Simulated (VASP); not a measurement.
# Fe2B: convergence with the number of MPI ranks and SCF solver

Aim: find what the number of MPI ranks and SCF solver change for Fe2B, and what they cost. The series runs use r2SCAN. The number of MPI ranks tried: 1 ranks; 2 ranks; 4 ranks; 8 ranks. The SCF solver tried: ALGO = Normal; ALGO = Fast; ALGO = VeryFast; ALGO = All; ALGO = Damped; AMIX = 0.1, BMIX = 0.01; AMIX = 0.8; IMIX = 1, AMIX = 0.2. The start is a cell from a database of measured crystal structures.

Main program and level: VASP 6.6.1; r2SCAN, spin-polarised from a ferromagnetic start; plane waves and PAW (Fe, B).

Most raw output is cut from this account.

The database entry behind the starting cell differs from later determinations by our own check (0.1 to 0.3 % short, probably kX units), so it need not match the best structure at ambient conditions.

### 1. Starting point

It takes space group I4/mcm (No. 140, tetragonal). The conventional cell has a = 5.099 Å, b = 5.099 Å, c = 4.240 Å, α = 90.00°, β = 90.00°, γ = 90.00°. Fe has 4 B at 2.18 Å and 3 Fe at 2.41 to 2.43 Å nearest. B has 2 B at 2.12 Å and 8 Fe at 2.18 Å nearest. Farther neighbours are not listed.

### 2. Number of MPI ranks: 1 ranks

The same run on more MPI ranks shows how well it scales. r2SCAN adds the kinetic-energy density, costs more than a GGA and is run with LASPH.

INCAR reads:

```
SYSTEM = Fe2B
PREC = Accurate
ENCUT = 420
EDIFF = 1E-06
NELM = 100
ISMEAR = -1
SIGMA = 0.05
LREAL = .FALSE.
ALGO = Normal
METAGGA = R2SCAN
LASPH = .TRUE.
NBANDS = 35
ISPIN = 2
MAGMOM = 3 3 3 3 0 0
LMAXMIX = 4
LORBIT = 11
LWAVE = .FALSE.
LCHARG = .FALSE.
ISIF = 2
```

POSCAR reads:

```
Fe2B
1.0
   -2.5495000000      2.5495000000      2.1200000000
    2.5495000000     -2.5495000000      2.1200000000
    2.5495000000      2.5495000000     -2.1200000000
Fe B
4 2
Direct
    0.1670000000      0.6670000000      0.8340000000
    0.3330000000      0.1670000000      0.5000000000
    0.8330000000      0.3330000000      0.1660000000
    0.6670000000      0.8330000000      0.5000000000
    0.7500000000      0.7500000000      0.0000000000
    0.2500000000      0.2500000000      0.0000000000
```

KPOINTS reads:

```
Automatic mesh
0
Gamma
7 7 7
0 0 0
```

The projector-augmented-wave data sets are Fe and B (PBE family, release 64).

Started as:

```sh
$ mpirun -np 1 vasp_std
```

Wall time 3.1 min (1 MPI rank of Intel Xeon 6975P-C (Granite Rapids), shared host); peak memory 0.23 GiB.

The magnetic state follows from one typed start and may not be the lowest. SCAN-type functionals tend to overstate the moments of itinerant magnets. The PAW data sets were made with PBE, which is usual practice but a small mismatch for other functionals.

Numbers from this step:

* SCF cycles: 16
* electrons: 38
* bands: 35
* irreducible k-points: 40
* symmetry operations: 16
* free energy (TOTEN): -73.5715 eV
* energy at zero smearing: -73.5603 eV
* Fermi energy: 7.171 eV
* pressure: -0.8298 GPa
* moment of the cell, from the last line of the log: 9.351 μB
* metallic: yes

Spin moment in the PAW sphere by atom:

```tsv
atom	spin moment in the PAW sphere (μB)
Fe1	2.47
Fe2	2.47
Fe3	2.47
Fe4	2.47
B5	-0.18
B6	-0.18
```

The series starts at -12.2601 eV an atom and -0.83 GPa, after 16 cycles in 3.1 min.

### 3. Number of MPI ranks: 2 ranks

Changes to INCAR since step 2:

```diff
@@ -18,2 +18,3 @@
 LCHARG = .FALSE.
+KPAR = 2
 ISIF = 2
```

POSCAR is that of step 2.

KPOINTS is that of step 2.

Started as:

```sh
$ mpirun -np 2 vasp_std
```

Elapsed: 99 s, on 2 MPI ranks; peak memory 0.43 GiB.

Against the first of the series the energy stays within 0.01 meV an atom and the pressure within 0.01 GPa, after 16 cycles in 99 s.

### 4. Number of MPI ranks: 4 ranks

Changes to INCAR since step 3:

```diff
@@ -18,3 +18,3 @@
 LCHARG = .FALSE.
-KPAR = 2
+KPAR = 4
 ISIF = 2
```

POSCAR is that of step 3.

KPOINTS is that of step 3.

Started as:

```sh
$ mpirun -np 4 vasp_std
```

It took 51 s on 4 MPI ranks; peak memory 0.89 GiB.

Against the first of the series the energy stays within 0.01 meV an atom and the pressure within 0.01 GPa, after 16 cycles in 51 s.

### 5. Number of MPI ranks: 8 ranks

Changes to INCAR since step 4:

```diff
@@ -18,3 +18,3 @@
 LCHARG = .FALSE.
-KPAR = 4
+KPAR = 8
 ISIF = 2
```

POSCAR is that of step 4.

KPOINTS is that of step 4.

Started as:

```sh
$ mpirun -np 8 vasp_std
```

Run time: 29 s. Hardware: 8 MPI ranks; peak memory 1.9 GiB; 3.8 min of CPU time.

Against the first of the series the energy stays within 0.01 meV an atom and the pressure within 0.01 GPa, after 16 cycles in 29 s.

### 6. The number of MPI ranks series as a table

This step: convergence of r2SCAN results with the layout; plane waves and PAW (VASP 6.6.1).

This step runs nothing: it gathers the runs above.

Differences are taken from the run with 1 ranks. Results of the series, by row:

```tsv
setting	status	energy less the reference (meV/atom)	pressure (GPa)	largest force difference (meV/Å)	moment (μB)	SCF cycles	wall time (s)
1 ranks	converged	0	-0.8298	0	9.351	16	189
2 ranks	converged	0	-0.8298	0	9.351	16	99
4 ranks	converged	0	-0.8298	0	9.351	16	51
8 ranks	converged	0	-0.8298	0	9.351	16	29
```

### 7. SCF solver: ALGO = Normal

This step: r2SCAN, spin-polarised from a ferromagnetic start; plane waves and PAW (Fe, B) (VASP 6.6.1).

All solvers should reach one answer; they differ in cycles and robustness.

INCAR is that of step 5.

POSCAR is that of step 5.

KPOINTS is that of step 5.

Started as:

```sh
$ mpirun -np 8 vasp_std
```

Wall time 29 s (8 MPI ranks); peak memory 1.9 GiB.

The series starts at -12.2601 eV an atom and -0.83 GPa, after 16 cycles in 29 s.

### 8. SCF solver: ALGO = Fast

Changes to INCAR since step 7:

```diff
@@ -8,3 +8,3 @@
 LREAL = .FALSE.
-ALGO = Normal
+ALGO = Fast
 METAGGA = R2SCAN
```

POSCAR is that of step 7.

KPOINTS is that of step 7.

Started as:

```sh
$ mpirun -np 8 vasp_std
```

It took 38 s on 8 MPI ranks; peak memory 1.9 GiB.

Against the first of the series the energy stays within 0.01 meV an atom; the pressure moves by +0.02 GPa, after 17 cycles in 38 s.

### 9. SCF solver: ALGO = VeryFast

Changes to INCAR since step 8:

```diff
@@ -8,3 +8,3 @@
 LREAL = .FALSE.
-ALGO = Fast
+ALGO = VeryFast
 METAGGA = R2SCAN
```

POSCAR is that of step 8.

KPOINTS is that of step 8.

Started as:

```sh
$ mpirun -np 8 vasp_std
```

Run time: 52 s. Hardware: 8 MPI ranks; peak memory 1.9 GiB; 6.8 min of CPU time.

Against the first of the series the energy stays within 0.01 meV an atom; the pressure moves by -0.01 GPa, after 24 cycles in 52 s.

### 10. SCF solver: ALGO = All

Changes to INCAR since step 9:

```diff
@@ -8,3 +8,3 @@
 LREAL = .FALSE.
-ALGO = VeryFast
+ALGO = All
 METAGGA = R2SCAN
```

POSCAR is that of step 9.

KPOINTS is that of step 9.

Started as:

```sh
$ mpirun -np 8 vasp_std
```

Run time: 53 s. Hardware: 8 MPI ranks; peak memory 2.5 GiB.

Against the first of the series the energy stays within 0.01 meV an atom; the pressure moves by -0.01 GPa, after 24 cycles in 53 s.

### 11. SCF solver: ALGO = Damped

Changes to INCAR since step 10:

```diff
@@ -8,3 +8,3 @@
 LREAL = .FALSE.
-ALGO = All
+ALGO = Damped
 METAGGA = R2SCAN
```

POSCAR is that of step 10.

KPOINTS is that of step 10.

Started as:

```sh
$ mpirun -np 8 vasp_std
```

Wall time 57 s (8 MPI ranks); peak memory 2.5 GiB.

Against the first of the series the energy stays within 0.01 meV an atom; the pressure moves by -0.01 GPa, after 36 cycles in 57 s.

### 12. SCF solver: AMIX = 0.1, BMIX = 0.01

Changes to INCAR since step 11:

```diff
@@ -8,3 +8,3 @@
 LREAL = .FALSE.
-ALGO = Damped
+ALGO = Normal
 METAGGA = R2SCAN
@@ -20 +20,3 @@
 ISIF = 2
+AMIX = 0.1
+BMIX = 0.01
```

POSCAR is that of step 11.

KPOINTS is that of step 11.

Started as:

```sh
$ mpirun -np 8 vasp_std
```

Run time: 51 s. Hardware: 8 MPI ranks; peak memory 2 GiB.

Against the first of the series the energy stays within 0.01 meV an atom; the pressure moves by -0.01 GPa, after 29 cycles in 51 s.

### 13. SCF solver: AMIX = 0.8

Changes to INCAR since step 12:

```diff
@@ -20,3 +20,2 @@
 ISIF = 2
-AMIX = 0.1
-BMIX = 0.01
+AMIX = 0.8
```

POSCAR is that of step 12.

KPOINTS is that of step 12.

Started as:

```sh
$ mpirun -np 8 vasp_std
```

Elapsed: 42 s, on 8 MPI ranks; peak memory 2 GiB; 5.5 min of CPU time.

Against the first of the series the energy stays within 0.01 meV an atom; the pressure moves by -0.01 GPa, after 25 cycles in 42 s.

### 14. SCF solver: IMIX = 1, AMIX = 0.2

Changes to INCAR since step 13:

```diff
@@ -20,2 +20,3 @@
 ISIF = 2
-AMIX = 0.8
+IMIX = 1
+AMIX = 0.2
```

POSCAR is that of step 13.

KPOINTS is that of step 13.

Started as:

```sh
$ mpirun -np 8 vasp_std
```

It took 63 s on 8 MPI ranks; peak memory 1.7 GiB; 8.3 min of CPU time.

Against the first of the series the energy stays within 0.01 meV an atom; the pressure moves by +0.03 GPa, after 39 cycles in 63 s.

### 15. The SCF solver series as a table

This step: convergence of r2SCAN results with the solver; plane waves and PAW (VASP 6.6.1).

This step runs nothing: it gathers the runs above.

Differences are taken from the run with ALGO = Normal. Results of the series, by row:

```tsv
setting	status	energy less the reference (meV/atom)	pressure (GPa)	largest force difference (meV/Å)	moment (μB)	SCF cycles	wall time (s)
ALGO = Normal	converged	0	-0.8298	0	9.351	16	29
ALGO = Fast	converged	-2.35e-4	-0.8102	0.292	9.351	17	38
ALGO = VeryFast	converged	-1.37e-4	-0.8359	0.285	9.351	24	52
ALGO = All	converged	1.75e-4	-0.8432	1.655	9.351	24	53
ALGO = Damped	converged	3.37e-4	-0.8389	0.576	9.351	36	57
AMIX = 0.1, BMIX = 0.01	converged	-1.45e-4	-0.8431	0.482	9.351	29	51
AMIX = 0.8	converged	1.67e-6	-0.8373	0.446	9.351	25	42
IMIX = 1, AMIX = 0.2	converged	6.22e-4	-0.7965	0.199	9.351	39	63
```

### 16. What came out

| Item | Value |
| --- | --- |
| wall time from fewest to most ranks | 3.1 min to 29 s |
| fewest SCF cycles | ALGO = Normal (16) |
| most SCF cycles among converged runs | IMIX = 1, AMIX = 0.2 (39) |
| spread of the pressure over the SCF solver | 0.0468 GPa |
| spread of the energy over the SCF solver | 8.6e-4 meV/atom |

In words: On 8 ranks the run uses the cores at 81 % of the efficiency of 1. All SCF solvers that converged agree within 0.05 meV an atom. No setting beats the 29 s of ALGO = Normal by a fifth or more; the slowest converged run is IMIX = 1, AMIX = 0.2, at 63 s. On a shared host such times are rough. Going from 1 ranks to 8 ranks shortens the run by a factor of 6.5; on a shared host such times are rough.

[Lines on the potential files, build, host, timing and source positions are cut from VASP's logs without a mark.]

[Logs are printed without paths, hosts, clocks, repeated set-up lines and the standing remarks that a program may print on its own settings, such as how far it seeks lower states.]

[Hosts, paths, dates, database ids (printed as entryN), source tags and the programs' standing remarks are cut or masked in the printed files.]

[A measured line is paired with the nearest computed mode of its activity, which favours agreement.]
